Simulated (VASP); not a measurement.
# BiRu: structure and properties in VASP, part 4 of 4

Aim: relax BiRu, then compute properties on the relaxed cell. The cell is invented: it takes the structure of COD entry 1538201, LuPd (space group 221 there), with all of its atoms replaced by other elements, volume scaled by an estimate. It may not be a known or stable phase.

VASP 6.6.1; PBE with D3; plane waves and PAW (Bi_d, Ru_pv); invented cell.

Still holding for the runs below: This run has no spin polarisation. Its electron count is odd, so without a moment it is a metal by construction.

So far. Step 5 (Bands along the symmetry lines (PBE + D3)): There is no gap at this level. Step 6 (Density of states (PBE + D3)): The finer mesh and the other smearing move the Fermi level by +0.04 eV from the 8×8×8 run, a small shift, which tests the Fermi level alone. Of the states within 0.3 eV of the Fermi level, the largest shares in the PAW spheres are Ru d 74 % and Bi p 6 %. The rest lies in smaller channels or between the spheres. The relaxed cell has a = 3.360 Å (conventional setting).

The structure was built from a prototype and need not be the compound's stable phase.

**7. Bands along the symmetry lines (PBE + D3) with a changed input (continued)**

From OUTCAR (step 7):

```text
   k-points           NKPTS =     20   k-points in BZ     NKDIM =     20   number of bands    NBANDS=     26

   NELECT =      29.0000    total number of electrons

 E-fermi :  11.6793

 k-point     1 :       0.0625    0.0625    0.0625
  band No.  band energies     occupation
    ...
     10       8.5682      2.00000
     11       8.5682      2.00000
     12      10.2856      2.00000
     13      10.6585      2.00000
     14      10.6585      2.00000
     15      12.6024      0.00000
     16      12.9472      0.00000
     17      12.9472      0.00000
     18      17.2198      0.00000
     19      21.2408      0.00000
    ...

 Edisp (eV)   -0.88133

  Total       0.05678     0.05678     0.05678    -0.00000    -0.00000     0.00000
  in kB       2.39906     2.39906     2.39906    -0.00000    -0.00000     0.00000
  external pressure =        2.40 kB  Pullay stress =        0.00 kB

 POSITION                                       TOTAL-FORCE (eV/Angst)
 -----------------------------------------------------------------------------------
      0.00000      0.00000      0.00000         0.000000      0.000000      0.000000
      1.67979      1.67979      1.67979         0.000000      0.000000      0.000000
 -----------------------------------------------------------------------------------
    total drift:                                0.000000      0.000000      0.000000

  FREE ENERGIE OF THE ION-ELECTRON SYSTEM (eV)
  ---------------------------------------------------
  free  energy   TOTEN  =       -12.9062157656 eV

  energy  without entropy=      -12.9007879011  energy(sigma->0) =      -12.90350183

[... 5 parts as in an earlier step ...]

[... 11 further parts left out ...]
```

The run converged, and its energy and pressure stay near those of the sound run.

Against the sound run on this cell (bands along the symmetry lines (PBE + D3)) the energy at zero smearing moves by +1.6 meV an atom and the pressure by +0.25 GPa.

Settings moved from the usual: PREC = Low, shifted = True and ISYM = 1. KPOINTS differs too.

PREC = Low changes the FFT grids.

**8. Total energy, forces and stress (PBE + D3) with a changed input**

This run is made with a changed input; what comes of it follows.

Contents of INCAR:

```
SYSTEM = BiRu
PREC = Accurate
ENCUT = 400
EDIFF = 1E-06
NELM = 80
ISMEAR = 0
SIGMA = 0.05
LREAL = .FALSE.
ALGO = Normal
GGA = PE
IVDW = 11
NBANDS = 20
LORBIT = 11
LWAVE = .FALSE.
LCHARG = .FALSE.
ISIF = 2
```

Contents of POSCAR:

```
BiRu
1.0
    3.3595797167      0.0000000000      0.0000000000
    0.0000000000      3.3595797167      0.0000000000
    0.0000000000      0.0000000000      3.3595797167
Bi Ru
1 1
Direct
    0.0000000000      0.0000000000      0.0000000000
    0.5000000000      0.5000000000      0.5000000000
```

Contents of KPOINTS:

```
Automatic mesh
0
Gamma
1 1 1
0 0 0
```

PAW data sets: Bi_d and Ru_pv (PBE family, release 64).

Run with:

```bash
mpirun -np 1 vasp_std
```

The program printed:

```text
[... set-up lines as in an earlier step ...]
 entering main loop
       N       E                     dE             d eps       ncg     rms          rms(c)
DAV:   1     0.270407433973E+03    0.27041E+03   -0.15080E+04    48   0.157E+03
DAV:   2     0.100932690528E+02   -0.26031E+03   -0.25422E+03    40   0.436E+02
DAV:   3    -0.287316094282E+01   -0.12966E+02   -0.12161E+02    44   0.103E+02
DAV:   4    -0.319559122967E+01   -0.32243E+00   -0.31854E+00    44   0.157E+01
[...]
DAV:  78     0.179724700321E+00   -0.59049E-05   -0.18498E-06    28   0.112E-02    0.172E-01
DAV:  79     0.179739424566E+00    0.14724E-04   -0.98531E-07    28   0.804E-03    0.199E-02
DAV:  80     0.179740540158E+00    0.11156E-05   -0.58939E-07    20   0.681E-03
 -----------------------------------------------------------------------------
|                                                                             |
|           W    W    AA    RRRRR   N    N  II  N    N   GGGG   !!!           |
|           W    W   A  A   R    R  NN   N  II  NN   N  G    G  !!!           |
|           W    W  A    A  R    R  N N  N  II  N N  N  G       !!!           |
|           W WW W  AAAAAA  RRRRR   N  N N  II  N  N N  G  GGG   !            |
|           WW  WW  A    A  R   R   N   NN  II  N   NN  G    G                |
|           W    W  A    A  R    R  N    N  II  N    N   GGGG   !!!           |
|                                                                             |
|     The electronic self-consistency was not achieved in the given           |
|     number of steps (NELM). The forces and other quantities evaluated       |
|     might not be reliable so examine the results carefully. If you find     |
|     spurious results, we suggest increasing NELM, if you were close to      |
|     convergence or switching to a different ALGO or adjusting the           |
|     density mixing parameters otherwise.                                    |
|                                                                             |
 -----------------------------------------------------------------------------

   1 F= -.70158947E+00 E0= -.62465372E+00  d E =-.153871E+00
```

The job ended after 13 s (1 MPI rank of AMD EPYC 7R43, shared host; peak memory 0.1 GiB).

Parts of OUTCAR (step 8):

```text
 k-point     1 :       0.0000    0.0000    0.0000
  band No.  band energies     occupation
    ...
     13      12.4365      1.45790
     14      12.4365      1.45790
     15      12.4636      0.87543
     16      12.4636      0.87543
     17      12.4636      0.87543
     18      16.1169      0.00000
     19      21.3296      0.00000
     20      21.3296      0.00000

 Edisp (eV)   -0.88133

  Total       6.66170     6.66170     6.66170     0.00000     0.00000     0.00000
  in kB     281.47576   281.47576   281.47576     0.00000     0.00000     0.00000
  external pressure =      281.48 kB  Pullay stress =        0.00 kB

  FREE ENERGIE OF THE ION-ELECTRON SYSTEM (eV)
  ---------------------------------------------------
  free  energy   TOTEN  =        -0.7015894663 eV

  energy  without entropy=       -0.5477179765  energy(sigma->0) =       -0.62465372

[... 7 parts as in an earlier step ...]

[... 8 further parts left out ...]
[key lines of the parts left out:]
E-fermi :  12.4580
```

The electronic loop ended without reaching EDIFF, so its numbers are not used.

At the end rms(c) stands at 2e-03, against 1e+00 half way through the cycles shown.

The fault in the input: one k point for a small cell (k-mesh = [1, 1, 1]). A small cell needs a mesh; Γ alone serves large cells only.

**9. Summary of results**

```json
{
 "relaxed volume": "18.96 Å³/atom",
 "relaxed conventional cell a, b, c": "3.360, 3.360, 3.360 Å",
 "space group after relaxing, within 0.02 Å": "Pm-3m (No. 221)",
 "band gap": "none, a metal",
 "DOS at the Fermi level": "4.28 states/eV/cell"
}
```

**Reading.** With PBE + D3, BiRu relaxes to 18.96 Å³/atom in space group Pm-3m (held by the symmetry of the run) and comes out as a metal. Bands along the symmetry lines (PBE + D3): Of the bands kept, 4 cross the Fermi level on this path. Spin-orbit coupling is left out, and with elements this heavy it would split and shift bands near the Fermi level. The k-sampling is coarse for a metal, so the Fermi level, pressures and the shape of the cell carry errors. With an odd electron count and no spin the cell is a metal by construction. No search among competing phases was made. All values are for a static lattice at zero temperature.

[Lines on the potential files, build, host, timing and source positions are cut from VASP's logs without a mark.]

[Logs are printed without paths, hosts, clocks, repeated set-up lines and the standing remarks that a program may print on its own settings, such as how far it seeks lower states.]

[Hosts, paths, dates, database ids (printed as entryN), source tags and the programs' standing remarks are cut or masked in the printed files.]

[A measured line is paired with the nearest computed mode of its activity, which favours agreement.]

[In band tables of VASP the shares of atoms and orbitals are scaled to a sum of 1 inside the atoms' spheres.]
